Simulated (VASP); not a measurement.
Here is a VASP 6.6.1 calculation.

The input INCAR:

```
SYSTEM = Al12HC
ALGO = Normal ; EDIFF = 1E-6
EDIFFG = -0.03 ; ENCUT = 520
GGA = PS ; IBRION = 2
ISIF = 2 ; ISMEAR = -1
LASPH = .TRUE. ; LCHARG = .FALSE.
LREAL = .FALSE. ; LWAVE = .FALSE.
NELM = 100 ; NSW = 80
PREC = Accurate ; SIGMA = 0.05
```

KPOINTS

```
k-points
0
G
  4 4 1
  0 0 0
```

Contents of POSCAR:

```
Al12HC
1.0
    5.7275650000      0.0000000000      0.0000000000
    2.8637820000      4.9602170000      0.0000000000
    0.0000000000      0.0000000000     16.6765370000
Al C H
12 1 1
Selective dynamics
Direct
    0.1666666800      0.1666666600      0.0599644900  F F F
    0.6666666800      0.1666666600      0.0599644900  F F F
    0.1666667400      0.6666666300      0.0599644900  F F F
    0.6666667300      0.6666666300      0.0599644900  F F F
   -0.1666666300      0.3333333200      0.2001775700  T T T
    0.3333333700      0.3333333200      0.2001775700  T T T
   -0.1666665700      0.8333332900      0.2001775700  T T T
    0.3333334200      0.8333332900      0.2001775700  T T T
    0.0000000000      0.0000000000      0.3403906400  T T T
    0.4999999900      0.0000000000      0.3403906400  T T T
    0.0000000500      0.4999999700      0.3403906400  T T T
    0.5000000500      0.4999999700      0.3403906400  T T T
    0.2500000800      0.7499999600      0.4261398600  T T T
    0.6666666800      0.1666666600      0.3218016500  T T T
```

Potentials or basis: VASP PAW PBE potentials, release 64 (Al, C, H).

Launch:

```sh
$ cat potpaw_PBE.64/Al/POTCAR potpaw_PBE.64/C/POTCAR potpaw_PBE.64/H/POTCAR > POTCAR
$ mpirun -np 1 vasp_std > vasp.out
```

Question: Predict the band gap on the k mesh.

Answer: None (metal or under the smearing width).

Question: Estimate the energy gained by relaxing.

Answer: 123.2 meV/atom.

Step by step:
| step | energy change (eV) | largest force (eV/Å) | pressure (GPa) |
| --- | --- | --- | --- |
| 1 | 0.0000 | 1.9584 | -1.46 |
| 2 | -0.3192 | 0.7639 | -1.12 |
| 3 | -0.3204 | 0.8739 | -1.08 |
| 4 | -0.4263 | 0.6354 | -1.12 |
| 5 | -0.5865 | 1.0702 | -1.06 |
| 6 | -0.6860 | 1.0919 | -1.02 |
| 7 | -0.9721 | 1.0843 | -0.89 |
| 8 | -1.3467 | 0.7514 | -0.45 |
| 9 | -1.4742 | 0.6208 | -0.44 |
| 10 | -1.4964 | 0.7161 | -0.40 |
| 11 | -1.5694 | 0.6591 | -0.62 |
| 12 | -1.5761 | 0.6522 | -0.70 |
| 13 | -1.6320 | 0.4101 | -0.79 |
| 14 | -1.6415 | 0.3193 | -0.83 |
| 15 | -1.6643 | 0.2422 | -0.85 |
| 16 | -1.6893 | 0.2651 | -0.87 |
| 17 | -1.6894 | 0.2676 | -0.87 |
| 18 | -1.6972 | 0.2362 | -0.90 |
| 19 | -1.7013 | 0.1958 | -0.94 |
| 20 | -1.7054 | 0.1809 | -0.95 |
| 21 | -1.7055 | 0.1846 | -0.95 |
| 22 | -1.7095 | 0.1725 | -1.00 |
| 23 | -1.7126 | 0.1626 | -1.11 |
| 24 | -1.7144 | 0.1571 | -1.13 |
| 25 | -1.7167 | 0.1629 | -1.21 |
| 26 | -1.7184 | 0.1672 | -1.23 |
| 27 | -1.7186 | 0.1691 | -1.23 |
| 28 | -1.7197 | 0.1716 | -1.26 |
| 29 | -1.7202 | 0.1747 | -1.29 |
| 30 | -1.7207 | 0.1751 | -1.31 |
| 31 | -1.7218 | 0.1763 | -1.34 |
| 32 | -1.7218 | 0.1782 | -1.40 |
| 33 | -1.7222 | 0.1774 | -1.37 |
| 34 | -1.7228 | 0.1806 | -1.38 |
| 35 | -1.7229 | 0.1827 | -1.39 |
| 36 | -1.7233 | 0.1846 | -1.40 |
| 37 | -1.7237 | 0.1890 | -1.44 |
| 38 | -1.7237 | 0.1886 | -1.44 |
| 39 | -1.7239 | 0.1882 | -1.44 |
| 40 | -1.7243 | 0.1868 | -1.45 |

Caveat: the PAW data sets were made with another functional, which shifts forces and pressure a little.
